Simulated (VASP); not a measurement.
Data:

```
CELL_PARAMETERS angstrom
      1.68449     0.97254     3.99023
     -1.68449     0.97254     3.99023
      0.00000    -1.94508     3.99023
ATOMIC_POSITIONS crystal
  B  0.83437 0.83437 0.83437
  As 0.16563 0.16563 0.16563
```

Method: r2SCAN meta-GGA, VASP's PBE PAW potentials (set 64) (plane waves; VASP). Numerical set-up: 520 eV cut-off, 10×10×10 Γ-centred mesh, tetrahedra with Blöchl corrections, potentials B As.

Task: Give the energies of bands 2 to 7 at the high-symmetry points, in eV from the valence-band maximum.

Result: 
```csv
band,Γ,T,H2,L,S0,F
2,-3.17,-5.08,-7.94,-8.82,-8.46,-8.72
3,-1.60,-1.65,-5.65,-3.78,-6.11,-3.88
4,-1.60,-1.65,-1.89,-0.72,-0.74,-1.57
5,3.85,4.20,2.45,1.79,1.19,1.23
6,4.53,5.05,6.18,2.97,6.37,2.62
7,5.14,5.05,7.64,8.02,7.31,9.48
```

The gap is indirect, 0.94 eV, from the valence maximum at (-0.30, 0.30, 0.00) to the conduction minimum at Γ-S0 at 0.86.

The structure was generated: BAs was put into the alpha-GeTe type (R3m), which need not be its known phase. It was relaxed first, which changed the volume by +69 %.
